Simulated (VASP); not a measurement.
OSZICAR of a VASP run on InP (zinc blende):

**OSZICAR**
```
       N       E                     dE             d eps       ncg     rms          rms(c)
DAV:   1     0.113739319261E+03    0.11374E+03   -0.85437E+03   754   0.150E+03
DAV:   2    -0.599439185587E-01   -0.11380E+03   -0.11066E+03   774   0.335E+02
DAV:   3    -0.853633456339E+01   -0.84764E+01   -0.84123E+01   984   0.928E+01
DAV:   4    -0.878360622189E+01   -0.24727E+00   -0.24708E+00   880   0.174E+01
DAV:   5    -0.879426753063E+01   -0.10661E-01   -0.10661E-01  1142   0.310E+00    0.507E+00
DAV:   6    -0.842042517055E+01    0.37384E+00   -0.75455E-01  1092   0.147E+01    0.313E+00
DAV:   7    -0.839961923419E+01    0.20806E-01   -0.17641E-01  1029   0.338E+00    0.117E+00
DAV:   8    -0.840014366128E+01   -0.52443E-03   -0.14189E-02   947   0.169E+00    0.306E-01
DAV:   9    -0.840093505504E+01   -0.79139E-03   -0.22999E-03   947   0.686E-01    0.185E-01
DAV:  10    -0.840097889908E+01   -0.43844E-04   -0.19317E-04   983   0.119E-01    0.130E-01
DAV:  11    -0.840103966363E+01   -0.60765E-04   -0.45452E-05   869   0.483E-02    0.468E-02
DAV:  12    -0.840105695681E+01   -0.17293E-04   -0.46215E-05   865   0.109E-01    0.195E-02
DAV:  13    -0.840105728750E+01   -0.33070E-06   -0.22463E-06   929   0.144E-02    0.166E-02
DAV:  14    -0.840105760956E+01   -0.32205E-06   -0.94461E-07   814   0.880E-03    0.555E-03
DAV:  15    -0.840105770805E+01   -0.98488E-07   -0.55646E-08   697   0.230E-03
   1 F= -.90246229E+01 E0= -.90246229E+01  d E =-.991242E-08
```

### Question
Which electronic solver shows in the log?

### Answer
It is blocked Davidson (ALGO = Normal, or the opening steps of other solvers). The INCAR had ALGO = Normal.

### Question
Can the final energy be trusted as converged?

### Answer
The run converged. It stopped with EDIFF = 1E-7, NELM = 100 (PBE GGA with D4 dispersion, plane waves, VASP's PBE PAW potentials (set 64)).

The compound is InP in the zinc blende structure. This cell is one point of a volume scan, at 1.06 of the reference volume.
